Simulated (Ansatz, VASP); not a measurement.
## Si2W: VASP beside Ansatz

Aim: how closely do two programs agree when they are given the same cell, functional and k mesh? The cell is taken from a series of runs on this material, whose earlier steps may have relaxed, scaled, displaced or heated it; both programs get it as it stands.

Method: plane waves, with VASP 6.6.1 beside it; zone-centre phonons at PBEsol, in Ansatz 0.2.0.

### Step 1. Set-up

It takes space group I4/mmm (No. 139, tetragonal). Conventional cell: a = 3.331 Å, b = 3.331 Å, c = 7.723 Å, α = 90.00°, β = 90.00°, γ = 90.00°. Nearest to Si lie 5 Si at 2.54 to 2.70 Å and 5 W at 2.59 to 2.68 Å. Nearest to W lie 10 Si at 2.59 to 2.68 Å. Farther neighbours are not listed.

As a file:

```xyz
3
Lattice="-1.6655 1.6655 3.8615 1.6655 -1.6655 3.8615 1.6655 1.6655 -3.8615" Properties=species:S:1:pos:R:3 pbc="T T T"
Si    0.0000    0.0000    2.5890
Si    0.0000    0.0000    5.1339
W     0.0000    0.0000    0.0000
```

### Step 2. VASP: zone-centre phonons, PBEsol

Second derivatives magnify differences that forces hide, and they need a tight electronic threshold.

Lines of VASP's logs that name or quote its potential files are left out, and so is its time.

File INCAR:

```
SYSTEM = Si2W
PREC = Accurate
ENCUT = 600
EDIFF = 1E-08
NELM = 120
ISMEAR = 1
SIGMA = 0.2
LREAL = .FALSE.
ALGO = Normal
GGA = PS
NBANDS = 13
LASPH = .TRUE.
LORBIT = 11
LWAVE = .FALSE.
LCHARG = .FALSE.
ISIF = 2
IBRION = 8
GGA_COMPAT = .FALSE.
KPAR = 2
```

File POSCAR:

```
Si2W
1.0
   -1.6655306853      1.6655306853      3.8614911842
    1.6655306853     -1.6655306853      3.8614911842
    1.6655306853      1.6655306853     -3.8614911842
Si W
2 1
Direct
    0.3352395537      0.3352395537      0.0000000000
    0.6647604463      0.6647604463      0.0000000000
    0.0000000000      0.0000000000      0.0000000000
```

File KPOINTS:

```
Automatic mesh
0
Gamma
20 20 20
0 0 0
```

Potentials, in the order of the species: Si and W (PBE family, release 64).

The run is started by

```console
$ mpirun -np 2 vasp_std
```

Numbers of over 12 decimals in the logs are rounded to 6 here.

The log of the run:

```text
[banner, memory and clock lines left out]
running    2 mpi-ranks, on    1 nodes
 distrk:  each k-point on    1 cores,    2 groups
 distr:  one band on    1 cores,    1 groups

 POSCAR found type information on POSCAR SiW
 POSCAR found :  2 types and       3 ions
|                                                                             |
|               ----> ADVICE to this user running VASP <----                  |
|                                                                             |
|     You enforced a specific xc type in the INCAR file but a different       |
|     [... a line on the potential file left out ...]
|     I HOPE YOU KNOW WHAT YOU ARE DOING!                                     |
|                                                                             |

 LDA part: xc-table for (Slater+PW92), standard interpolation
 POSCAR, INCAR and KPOINTS ok, starting setup
 FFT: planning ... GRIDC
 FFT: planning ... GRID_SOFT
 FFT: planning ... GRID
 WAVECAR not read
 entering main loop
       N       E                     dE             d eps       ncg     rms          rms(c)
DAV:   1     0.307190944956E+02    0.30719E+02   -0.65049E+03 16666   0.105E+03
DAV:   2    -0.247074470075E+02   -0.55427E+02   -0.50583E+02 20237   0.196E+02
DAV:   3    -0.274622873195E+02   -0.27548E+01   -0.26419E+01 23079   0.346E+01
DAV:   4    -0.275062876217E+02   -0.44000E-01   -0.43920E-01 19945   0.487E+00
DAV:   5    -0.275070034373E+02   -0.71582E-03   -0.71555E-03 23844   0.547E-01    0.237E+01
DAV:   6    -0.266673584686E+02    0.83964E+00   -0.26299E+00 25403   0.101E+01    0.918E+00
DAV:   7    -0.265535033463E+02    0.11386E+00   -0.23173E-01 19207   0.323E+00    0.531E+00
DAV:   8    -0.265225463747E+02    0.30957E-01   -0.46349E-02 21596   0.146E+00    0.494E-01
DAV:   9    -0.265224372435E+02    0.10913E-03   -0.20676E-03 20316   0.312E-01    0.257E-01
DAV:  10    -0.265224099998E+02    0.27244E-04   -0.23052E-04 21045   0.973E-02    0.234E-02
DAV:  11    -0.265224005508E+02    0.94490E-05   -0.33736E-05 22006   0.426E-02    0.176E-02
DAV:  12    -0.265224003990E+02    0.15180E-06   -0.17041E-06 20553   0.989E-03    0.423E-03
DAV:  13    -0.265224002830E+02    0.11598E-06   -0.15438E-07 20725   0.282E-03    0.163E-03
DAV:  14    -0.265224002474E+02    0.35604E-07   -0.10516E-08 13202   0.679E-04    0.404E-04
DAV:  15    -0.265224002477E+02   -0.32060E-09   -0.15430E-09 10393   0.399E-04
   1 F= -.26522400E+02 E0= -.26522987E+02  d E =0.175973E-02
 Linear response reoptimize wavefunctions to high precision
DAV:   1    -0.265224002421E+02    0.56421E-08   -0.29919E-10 12859   0.137E-04
DAV:   2    -0.265224002421E+02   -0.19099E-10   -0.69033E-11  9928   0.834E-05
 Linear response DOF=           4
 Linear response progress:
  Degree of freedom:   1/  4
       N       E                     dE             d eps       ncg     rms          rms(c)
RMM:   1    -0.181084696129E-01   -0.18108E-01    0.14820E-02136937   0.880E-01
RMM:   2    -0.166822168361E-01    0.14263E-02   -0.70877E-04 88635   0.212E-01    0.855E-02
RMM:   3    -0.167464825680E-01   -0.64266E-04   -0.13062E-04 89508   0.573E-02    0.469E-02
RMM:   4    -0.168805018436E-01   -0.13402E-03   -0.78622E-05 88996   0.421E-02    0.112E-02
RMM:   5    -0.168611588724E-01    0.19343E-04   -0.16816E-06 92613   0.874E-03    0.106E-03
RMM:   6    -0.168661570211E-01   -0.49981E-05   -0.16776E-07 93986   0.163E-03    0.627E-04
RMM:   7    -0.168654337229E-01    0.72330E-06   -0.76717E-10 95571   0.382E-04    0.631E-05
RMM:   8    -0.168658912032E-01   -0.45748E-06   -0.45224E-09 96669   0.125E-04    0.174E-05
RMM:   9    -0.168658627481E-01    0.28455E-07    0.18278E-09 99794   0.290E-05    0.262E-06
RMM:  10    -0.168658673348E-01   -0.45867E-08   -0.19556E-09 99456   0.857E-06    0.111E-06
 first order change of Fermi-energy   0.21105E-04
 force on displaced ion       1 direction 1 :  -6.057  -0.000  -0.000
 Linear response progress:
  Degree of freedom:   2/  4
       N       E                     dE             d eps       ncg     rms          rms(c)
RMM:   1    -0.240435935822E-01   -0.24044E-01    0.38599E-02 42289   0.106E+00
RMM:   2    -0.215344055135E-01    0.25092E-02   -0.11185E-03 26743   0.267E-01    0.126E-01
RMM:   3    -0.215482394425E-01   -0.13834E-04   -0.28208E-04 27158   0.805E-02    0.714E-02
RMM:   4    -0.216493325761E-01   -0.10109E-03   -0.80337E-05 27667   0.419E-02    0.228E-02
RMM:   5    -0.216570236906E-01   -0.76911E-05   -0.24179E-06 28045   0.932E-03    0.714E-03
RMM:   6    -0.216581594259E-01   -0.11357E-05   -0.11647E-07 28789   0.221E-03    0.177E-03
RMM:   7    -0.216566395960E-01    0.15198E-05   -0.44726E-08 28736   0.101E-03    0.535E-04
RMM:   8    -0.216566781955E-01   -0.38599E-07   -0.25756E-09 29491   0.232E-04    0.152E-04
RMM:   9    -0.216569620246E-01   -0.28383E-06    0.25552E-09 29414   0.814E-05    0.122E-05
RMM:  10    -0.216569434323E-01    0.18592E-07    0.56426E-09 30776   0.148E-05    0.512E-06
RMM:  11    -0.216569374881E-01    0.59441E-08   -0.69513E-10 28042   0.539E-06    0.620E-07
 first order change of Fermi-energy  -0.52569E+00
 force on displaced ion       1 direction 3 :   0.000   0.000 -14.098
 Linear response progress:
  Degree of freedom:   3/  4
       N       E                     dE             d eps       ncg     rms          rms(c)
RMM:   1    -0.119516489585E+00   -0.11952E+00   -0.10125E-01 58425   0.176E+00
RMM:   2    -0.118549883684E+00    0.96661E-03   -0.13431E-03 47250   0.255E-01    0.149E-01
RMM:   3    -0.118198142041E+00    0.35174E-03   -0.19969E-04 48752   0.775E-02    0.846E-02
RMM:   4    -0.118281810722E+00   -0.83669E-04   -0.23931E-04 47968   0.883E-02    0.118E-02
RMM:   5    -0.118270629131E+00    0.11182E-04   -0.74663E-06 51661   0.173E-02    0.323E-03
RMM:   6    -0.118276277914E+00   -0.56488E-05   -0.14386E-07 51025   0.222E-03    0.837E-04
RMM:   7    -0.118275792718E+00    0.48520E-06   -0.10281E-08 52834   0.615E-04    0.138E-04
RMM:   8    -0.118275628424E+00    0.16429E-06   -0.12150E-09 53115   0.125E-04    0.472E-05
RMM:   9    -0.118275360731E+00    0.26769E-06   -0.74779E-10 54459   0.452E-05    0.652E-06
RMM:  10    -0.118275317108E+00    0.43623E-07   -0.14072E-09 55070   0.169E-05    0.291E-06
RMM:  11    -0.118275331903E+00   -0.14795E-07   -0.33356E-09 51806   0.990E-06    0.358E-07
RMM:  12    -0.118275335119E+00   -0.32159E-08   -0.39356E-10 44082   0.725E-06    0.121E-07
 first order change of Fermi-energy  -0.10735E-02
 force on displaced ion       3 direction 1 :  -7.146   0.000  -0.000
 Linear response progress:
  Degree of freedom:   4/  4
       N       E                     dE             d eps       ncg     rms          rms(c)
RMM:   1    -0.135940024057E+00   -0.13594E+00   -0.12236E-01 31993   0.186E+00
RMM:   2    -0.132485166408E+00    0.34549E-02   -0.19278E-03 25808   0.297E-01    0.184E-01
RMM:   3    -0.131884674428E+00    0.60049E-03   -0.49895E-04 26748   0.113E-01    0.100E-01
RMM:   4    -0.131959151858E+00   -0.74477E-04   -0.34608E-04 26378   0.105E-01    0.207E-02
RMM:   5    -0.132001304863E+00   -0.42153E-04   -0.27781E-05 27495   0.309E-02    0.687E-03
RMM:   6    -0.132004106814E+00   -0.28020E-05   -0.43504E-07 28852   0.400E-03    0.125E-03
RMM:   7    -0.132000645781E+00    0.34610E-05   -0.32670E-08 28327   0.913E-04    0.248E-04
RMM:   8    -0.132001026540E+00   -0.38076E-06   -0.29888E-09 29375   0.266E-04    0.909E-05
RMM:   9    -0.132000961793E+00    0.64746E-07   -0.13007E-09 29933   0.585E-05    0.361E-05
RMM:  10    -0.132000799463E+00    0.16233E-06   -0.37027E-09 29958   0.283E-05    0.396E-06
RMM:  11    -0.132000810239E+00   -0.10776E-07   -0.41970E-09 29641   0.105E-05    0.130E-06
RMM:  12    -0.132000811833E+00   -0.15939E-08   -0.46760E-10 21263   0.764E-06    0.205E-07
 first order change of Fermi-energy   0.88807E-03
 force on displaced ion       3 direction 3 :  -0.000  -0.000 -13.813
 Linear response finished
```

Parts of OUTCAR (step 2):

```text
ion  position               nearest neighbor table
   1  0.335  0.335  0.000-   2 2.54   3 2.59   3 2.68   3 2.68   3 2.68   3 2.68   2 2.70   2 2.70
                             2 2.70   2 2.70
   2  0.665  0.665  0.000-   1 2.54   3 2.59   3 2.68   3 2.68   3 2.68   3 2.68   1 2.70   1 2.70
                             1 2.70   1 2.70
   3  0.000  0.000  0.000-   1 2.59   2 2.59   2 2.68   1 2.68   2 2.68   2 2.68   2 2.68   1 2.68
                             1 2.68   1 2.68

  LATTYP: Found a body centered tetragonal cell.
 ALAT       =     3.3310613706
 C/A-ratio  =     2.3184749571

 Subroutine GETGRP returns: Found 16 space group operations
 (whereof 16 operations were pure point group operations)

The static configuration has the point symmetry D_4h.

 Found    641 irreducible k-points:

   k-points           NKPTS =    641   k-points in BZ     NKDIM =    641   number of bands    NBANDS=     13

   dimension x,y,z NGX =    36 NGY =   36 NGZ =   36
   dimension x,y,z NGXF=    72 NGYF=   72 NGZF=   72

   ENCUT  =  600.0 eV  44.10 Ry    6.64 a.u.   9.03  9.03  9.03*2*pi/ulx,y,z

   NELECT =      14.0000    total number of electrons

 k-points in reciprocal lattice and weights: Automatic mesh
   0.00000000  0.00000000  0.00000000       0.000
   0.05000000  0.00000000 -0.00000000       0.001
   0.10000000  0.00000000  0.00000000       0.001
   0.15000000  0.00000000 -0.00000000       0.001
   0.20000000  0.00000000  0.00000000       0.001
   0.25000000  0.00000000 -0.00000000       0.001
   0.30000000  0.00000000 -0.00000000       0.001
   0.35000000  0.00000000  0.00000000       0.001
   0.40000000  0.00000000 -0.00000000       0.001
[...]
-0.45000000 -0.45000000  0.45000000       0.000
   0.50000000  0.50000000  0.50000000       0.000

 average (electrostatic) potential at core
       1 -79.8815       2 -79.8815       3 -35.5974

  Total       -4.9657421     -4.9657421     -0.1155127      0.0000000     -0.0000000     -0.0000000
  in kB     -185.6839768   -185.6839768     -4.3193671      0.0000000     -0.0000000     -0.0000000
  external PRESSURE =    -125.2291069 kB  Pullay stress =       0.0000000 kB

  energy-cutoff  :      600.00
  volume of cell :       42.85
      direct lattice vectors                 reciprocal lattice vectors
    -1.665530685  1.665530685  3.861491184     0.000000000  0.300204616  0.129483657
     1.665530685 -1.665530685  3.861491184     0.300204616  0.000000000  0.129483657
     1.665530685  1.665530685 -3.861491184     0.300204616  0.300204616  0.000000000

 POSITION                                       TOTAL-FORCE (eV/Angst)
 -----------------------------------------------------------------------------------
      0.00000      0.00000      2.58905        -0.000000     -0.000000      0.006002
      0.00000      0.00000      5.13393        -0.000000     -0.000000     -0.006002
      0.00000      0.00000      0.00000         0.000000      0.000000      0.000000
 -----------------------------------------------------------------------------------
    total drift:                                0.000000      0.000000     -0.000000

 Eigenvectors and eigenvalues of the dynamical matrix
 ----------------------------------------------------

   1 f  =   13.611747 THz    85.525126 2PiTHz  454.038992 cm-1    56.293635 meV
             X         Y         Z           dx          dy          dz
      0.000000  0.000000  2.589049     0.000000   -0.000000    0.707107
      0.000000  0.000000  5.133933    -0.000000   -0.000000   -0.707107
      0.000000  0.000000  0.000000    -0.000000    0.000000   -0.000000

   2 f  =    8.857590 THz    55.653878 2PiTHz  295.457393 cm-1    36.632032 meV
             X         Y         Z           dx          dy          dz
      0.000000  0.000000  2.589049    -0.000000    0.000000    0.618855
      0.000000  0.000000  5.133933    -0.000000    0.000000    0.618855
      0.000000  0.000000  0.000000     0.000000   -0.000000   -0.483774

   3 f  =    8.622381 THz    54.176016 2PiTHz  287.611666 cm-1    35.659286 meV
             X         Y         Z           dx          dy          dz
      0.000000  0.000000  2.589049    -0.332680    0.623958   -0.000000
      0.000000  0.000000  5.133933     0.332680   -0.623958    0.000000
      0.000000  0.000000  0.000000    -0.000000   -0.000000    0.000000

   4 f  =    8.622381 THz    54.176016 2PiTHz  287.611666 cm-1    35.659286 meV
             X         Y         Z           dx          dy          dz
      0.000000  0.000000  2.589049    -0.623958   -0.332680    0.000000
      0.000000  0.000000  5.133933     0.623958    0.332680   -0.000000
      0.000000  0.000000  0.000000     0.000000    0.000000   -0.000000

   5 f  =    6.369066 THz    40.018022 2PiTHz  212.449173 cm-1    26.340329 meV
             X         Y         Z           dx          dy          dz
      0.000000  0.000000  2.589049    -0.046776    0.617029    0.000000
      0.000000  0.000000  5.133933    -0.046776    0.617029   -0.000000
      0.000000  0.000000  0.000000     0.036580   -0.482531    0.000000

   6 f  =    6.369066 THz    40.018022 2PiTHz  212.449173 cm-1    26.340329 meV
             X         Y         Z           dx          dy          dz
      0.000000  0.000000  2.589049    -0.617029   -0.046776    0.000000
      0.000000  0.000000  5.133933    -0.617029   -0.046776   -0.000000
      0.000000  0.000000  0.000000     0.482531    0.036580   -0.000000

   7 f/i=    0.000162 THz     0.001019 2PiTHz    0.005409 cm-1     0.000671 meV
             X         Y         Z           dx          dy          dz
      0.000000  0.000000  2.589049     0.000000   -0.000000    0.342080
      0.000000  0.000000  5.133933     0.000000   -0.000000    0.342080
      0.000000  0.000000  0.000000     0.000000   -0.000000    0.875193

   8 f/i=    0.001146 THz     0.007199 2PiTHz    0.038220 cm-1     0.004739 meV
             X         Y         Z           dx          dy          dz
      0.000000  0.000000  2.589049     0.334195   -0.073492   -0.000000
      0.000000  0.000000  5.133933     0.334195   -0.073492   -0.000000
      0.000000  0.000000  0.000000     0.854692   -0.187954   -0.000000

   9 f/i=    0.001146 THz     0.007199 2PiTHz    0.038220 cm-1     0.004739 meV
             X         Y         Z           dx          dy          dz
      0.000000  0.000000  2.589049    -0.073492   -0.334195   -0.000000
      0.000000  0.000000  5.133933    -0.073492   -0.334195   -0.000000
      0.000000  0.000000  0.000000    -0.187954   -0.854692   -0.000000

 ELASTIC MODULI CONTR FROM IONIC RELAXATION (kBar)
 Direction    XX          YY          ZZ          XY          YZ          ZX
 --------------------------------------------------------------------------------
 XX          -8.7105     -8.7105    -15.2913      0.0000     -0.0000     -0.0000
 YY          -8.7105     -8.7105    -15.2913      0.0000     -0.0000     -0.0000
 ZZ         -15.2913    -15.2913    -26.8440      0.0000     -0.0000     -0.0000
 XY           0.0000      0.0000      0.0000      0.0000      0.0000      0.0000
 YZ          -0.0000     -0.0000     -0.0000      0.0000     -8.1260      0.0000
 ZX          -0.0000     -0.0000     -0.0000      0.0000      0.0000     -0.2952
 --------------------------------------------------------------------------------
```

(Continued in part 2 of 2.)

[Lines on the potential files, build, host, timing and source positions are cut from VASP's logs without a mark.]

[Logs are printed without paths, hosts, clocks, repeated set-up lines and the standing remarks that a program may print on its own settings, such as how far it seeks lower states.]

[Hosts, paths, dates, database ids (printed as entryN), source tags and the programs' standing remarks are cut or masked in the printed files.]
